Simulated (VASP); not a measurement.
Input:

```
CELL_PARAMETERS angstrom
      0.00000     3.01025     3.01025
      3.01025     0.00000     3.01025
      3.01025     3.01025     0.00000
ATOMIC_POSITIONS crystal
  Pb 0.00000 0.00000 0.00000
  Se 0.50000 0.50000 0.50000
```

The numbers are results of r2SCAN+rVV10, VASP's PBE PAW potentials (set 64) (plane waves; VASP), not measurements. Run with 520 eV cut-off, 8×8×8 Γ-centred mesh, Gaussian smearing of 0.050 eV, potentials Pb_d Se.

Give the stress tensor in GPa (positive for a compressed cell).

```
3.88  0.00  0.00
0.00  3.88  0.00
0.00  0.00  3.88
```
The pressure is its mean diagonal, 3.88 GPa.

The compound is PbSe in the rock salt structure. This cell is one point of a volume scan, at 0.94 of the reference volume.
